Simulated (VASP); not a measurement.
Data:

```yaml
crystal:
  lattice:
    - [4.07837, 0.00000, 0.00000]
    - [0.00000, 4.07837, 0.00000]
    - [0.00000, 0.00000, 4.07837]
  atoms:
    - { symbol: K, position: [0.00000, 0.00000, 0.00000] }
    - { symbol: Zn, position: [0.50000, 0.50000, 0.50000] }
    - { symbol: F, position: [0.50000, 0.00000, 0.50000] }
    - { symbol: F, position: [0.00000, 0.50000, 0.50000] }
    - { symbol: F, position: [0.50000, 0.50000, 0.00000] }
```

Level of theory: optB86b-vdW, VASP's PBE PAW potentials (set 64) (plane waves; VASP). Run with 520 eV cut-off, 5×5×5 Γ-centred mesh, Gaussian smearing of 0.050 eV, potentials K_sv Zn F.

### Question
Predict the energy per atom (σ→0).

### Answer

energy per atom (σ→0): -1.941 eV/atom

Only differences to runs with the same potentials and settings are physical.

The compound is KZnF3 in the cubic perovskite structure. It was relaxed first. The start is the result of an earlier pass.
